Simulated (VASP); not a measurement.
OSZICAR of a VASP run on Co₂Si (sg62):

**OSZICAR**
```
       N       E                     dE             d eps       ncg     rms          rms(c)
DAV:   1     0.619744720294E+03    0.61974E+03   -0.30537E+04 15360   0.142E+03
DAV:   2    -0.362126340741E+02   -0.65596E+03   -0.61432E+03 15360   0.344E+02
DAV:   3    -0.978020736058E+02   -0.61589E+02   -0.55900E+02 16424   0.130E+02
DAV:   4    -0.100042976038E+03   -0.22409E+01   -0.22174E+01 18568   0.250E+01
DAV:   5    -0.100117884278E+03   -0.74908E-01   -0.74875E-01 19664   0.397E+00    0.454E+01
DAV:   6    -0.102842898412E+03   -0.27250E+01   -0.15678E+02 18376   0.126E+02    0.338E+01
DAV:   7    -0.953389968567E+02    0.75039E+01   -0.64017E+01 17456   0.125E+02    0.309E+01
DAV:   8    -0.937732916201E+02    0.15657E+01   -0.28824E+01 18264   0.985E+01    0.211E+01
DAV:   9    -0.914826598733E+02    0.22906E+01   -0.58169E+00 19528   0.420E+01    0.604E+00
DAV:  10    -0.914091751581E+02    0.73485E-01   -0.12748E+00 17856   0.988E+00    0.294E+00
DAV:  11    -0.914259405341E+02   -0.16765E-01   -0.21964E-01 19688   0.430E+00    0.149E+00
DAV:  12    -0.914293863741E+02   -0.34458E-02   -0.27325E-02 18896   0.184E+00    0.447E-01
DAV:  13    -0.914297839024E+02   -0.39753E-03   -0.45146E-03 19096   0.595E-01    0.297E-01
DAV:  14    -0.914297170995E+02    0.66803E-04   -0.91839E-04 19328   0.270E-01    0.122E-01
DAV:  15    -0.914297217226E+02   -0.46231E-05   -0.17168E-04 19464   0.130E-01    0.545E-02
DAV:  16    -0.914297239993E+02   -0.22767E-05   -0.50128E-05 18344   0.575E-02    0.277E-02
DAV:  17    -0.914297212916E+02    0.27077E-05   -0.11189E-05 17216   0.302E-02    0.104E-02
DAV:  18    -0.914297206490E+02    0.64260E-06   -0.20852E-06  9968   0.112E-02
   1 F= -.91429721E+02 E0= -.91431747E+02  d E =-.914297E+02  mag=     1.5927
       N       E                     dE             d eps       ncg     rms          rms(c)
DAV:   1    -0.914390442398E+02   -0.93229E-02   -0.33814E-01 18680   0.349E+00    0.830E-01
DAV:   2    -0.914390504815E+02   -0.62417E-05   -0.96427E-02 17408   0.310E+00    0.636E-01
DAV:   3    -0.914314223863E+02    0.76281E-02   -0.28888E-02 17312   0.200E+00    0.376E-01
DAV:   4    -0.914308883346E+02    0.53405E-03   -0.49040E-03 19008   0.108E+00    0.175E-01
DAV:   5    -0.914305197014E+02    0.36863E-03   -0.50929E-04 22800   0.256E-01    0.643E-02
DAV:   6    -0.914304744380E+02    0.45263E-04   -0.82553E-05 19272   0.811E-02    0.252E-02
DAV:   7    -0.914304732175E+02    0.12205E-05   -0.16432E-05 23144   0.271E-02    0.101E-02
DAV:   8    -0.914304732745E+02   -0.57028E-07   -0.34066E-06 14160   0.139E-02
   2 F= -.91430473E+02 E0= -.91432440E+02  d E =-.752626E-03  mag=     1.6017
       N       E                     dE             d eps       ncg     rms          rms(c)
DAV:   1    -0.914308234965E+02   -0.35028E-03   -0.11841E-02 18736   0.652E-01    0.156E-01
DAV:   2    -0.914308267006E+02   -0.32041E-05   -0.33780E-03 17448   0.579E-01    0.119E-01
DAV:   3    -0.914305530920E+02    0.27361E-03   -0.10118E-03 17328   0.364E-01    0.620E-02
DAV:   4    -0.914305417680E+02    0.11324E-04   -0.14764E-04 19272   0.186E-01    0.351E-02
DAV:   5    -0.914305287532E+02    0.13015E-04   -0.17275E-05 23376   0.549E-02    0.118E-02
DAV:   6    -0.914305275216E+02    0.12316E-05   -0.26897E-06 10904   0.148E-02    0.450E-03
DAV:   7    -0.914305273854E+02    0.13622E-06   -0.61412E-07  8304   0.557E-03
   3 F= -.91430527E+02 E0= -.91432506E+02  d E =-.806736E-03  mag=     1.6001
       N       E                     dE             d eps       ncg     rms          rms(c)
DAV:   1    -0.914321402730E+02   -0.16128E-02   -0.27352E-01 16280   0.217E+00    0.335E-01
DAV:   2    -0.914325393324E+02   -0.39906E-03   -0.17743E-02 21040   0.124E+00    0.292E-01
DAV:   3    -0.914324642257E+02    0.75107E-04   -0.74553E-03 17688   0.141E+00    0.423E-01
DAV:   4    -0.914312495018E+02    0.12147E-02   -0.30076E-03 17656   0.994E-01    0.671E-02
DAV:   5    -0.914312159183E+02    0.33584E-04   -0.41763E-04 16712   0.137E-01    0.404E-02
DAV:   6    -0.914311946997E+02    0.21219E-04   -0.52220E-05 19728   0.665E-02    0.101E-02
DAV:   7    -0.914311944784E+02    0.22134E-06   -0.58242E-06 15976   0.146E-02
   4 F= -.91431194E+02 E0= -.91433094E+02  d E =-.667093E-03  mag=     1.5948
       N       E                     dE             d eps       ncg     rms          rms(c)
DAV:   1    -0.914312476611E+02   -0.52961E-04   -0.89510E-03 16440   0.396E-01    0.615E-02
DAV:   2    -0.914312619492E+02   -0.14288E-04   -0.60109E-04 20608   0.230E-01    0.529E-02
DAV:   3    -0.914312540761E+02    0.78731E-05   -0.23873E-04 17688   0.246E-01    0.733E-02
DAV:   4    -0.914312181588E+02    0.35917E-04   -0.95250E-05 17648   0.175E-01    0.120E-02
DAV:   5    -0.914312174510E+02    0.70785E-06   -0.12853E-05 16400   0.246E-02    0.729E-03
DAV:   6    -0.914312167980E+02    0.65297E-06   -0.13630E-06  8104   0.118E-02
   5 F= -.91431217E+02 E0= -.91433102E+02  d E =-.689413E-03  mag=     1.5940
       N       E                     dE             d eps       ncg     rms          rms(c)
DAV:   1    -0.914315281417E+02   -0.31069E-03   -0.72242E-02 15392   0.993E-01    0.101E-01
DAV:   2    -0.914315777541E+02   -0.49612E-04   -0.19183E-03 23864   0.338E-01    0.761E-02
DAV:   3    -0.914317036489E+02   -0.12589E-03   -0.60046E-04 17792   0.455E-01    0.160E-01
DAV:   4    -0.914315105982E+02    0.19305E-03   -0.34056E-04 17888   0.377E-01    0.348E-02
DAV:   5    -0.914314903702E+02    0.20228E-04   -0.52227E-05 22064   0.701E-02    0.694E-03
DAV:   6    -0.914314905389E+02   -0.16872E-06   -0.80247E-06 16224   0.235E-02
   6 F= -.91431491E+02 E0= -.91433322E+02  d E =-.273741E-03  mag=     1.5939
```

Which electronic solver shows in the log?

It is blocked Davidson (ALGO = Normal, or the opening steps of other solvers). The INCAR had ALGO = Normal.

How was spin treated?

Collinear spin (ISPIN = 2): the summary line carries one mag value, 1.59 μB in the cell.

Can the final energy be trusted as converged?

The calculation finished and met its thresholds. It stopped with EDIFF = 1E-6, NELM = 100, NSW = 60 and EDIFFG = -0.02 after 6 ionic steps (PBEsol GGA, plane waves, VASP's PBE PAW potentials (set 64)).

The compound is Co2Si in the sg62 structure. This run relaxes it. Symmetry was kept, so distortions that lower it aren't found. The start is the result of an earlier pass.
